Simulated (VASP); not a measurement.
An input for Quantum ESPRESSO's pw.x (written as the equivalent of a VASP run, and not itself run):

```
&CONTROL
  calculation = 'vc-relax'
  pseudo_dir = './pseudo'
  outdir = './out'
  tprnfor = .true.
  tstress = .true.
  nstep = 40
  forc_conv_thr = 0.00078
/
&SYSTEM
  ibrav = 0
  nat = 2
  ntyp = 2
  ecutwfc = 56.6
  occupations = 'smearing'
  smearing = 'gaussian'
  degauss = 0.003675
  input_dft = 'pbe'
/
&ELECTRONS
  conv_thr = 7.3e-08
  electron_maxstep = 100
/
&IONS
/
&CELL
/
ATOMIC_SPECIES
  Ba 137.327 Ba.upf
  S 32.060 S.upf
CELL_PARAMETERS angstrom
     0.0000000    3.2281302    3.2281302
     3.2281302    0.0000000    3.2281302
     3.2281302    3.2281302    0.0000000
ATOMIC_POSITIONS crystal
  Ba   0.0000000  0.0000000  0.0000000
  S    0.5000000  0.5000000  0.5000000
K_POINTS automatic
  7 7 7 0 0 0
```

Q: Translate this input to VASP (INCAR, KPOINTS, POSCAR, choice of POTCAR).

A: One answer among several that fit: 
**POSCAR**
```
BaS
1.0
  0.0000000000   3.2281301603   3.2281301603
  3.2281301603   0.0000000000   3.2281301603
  3.2281301603   3.2281301603   0.0000000000
Ba S
1 1
direct
  0.0000000000   0.0000000000   0.0000000000
  0.5000000000   0.5000000000   0.5000000000
```

### INCAR
```
# general
SYSTEM  = BaS
PREC    = Accurate
ENCUT   = 500   # plane-wave cut-off (eV)
LREAL   = .False.   # projection in real space or not
LASPH   = .True.   # aspherical one-centre terms

# electronic loop
EDIFF   = 1E-6   # SCF stop (eV)
NELM    = 100   # most electronic steps
ALGO    = Normal   # blocked Davidson
LMAXMIX = 4   # l cut-off of mixed one-centre charges

# smearing
ISMEAR  = 0   # Gaussian
SIGMA   = 0.05   # width (eV)

# functional
GGA     = PE

# ions
IBRION  = 2   # conjugate gradients
NSW     = 40   # most ionic steps
ISIF    = 3   # ions, shape and volume
EDIFFG  = -0.02

# output
LWAVE   = .False.
LCHARG  = .False.
```

KPOINTS:
```
Automatic mesh
0
Gamma
7 7 7
0 0 0
```

POTCAR, in this order: Ba_sv S (PBE.64 set). Program: vasp_std.

Limits of the translation: the potentials are each code's own (VASP's PAW set, PseudoDojo norm-conserving files in pw.x), so ENCUT and ecutwfc are chosen apart and not converted; conv_thr bounds pw.x's estimated SCF error, while EDIFF bounds the energy change between steps; forc_conv_thr acts on force components and is met together with etot_conv_thr.

The compound is BaS in the rock salt structure. It was relaxed first.
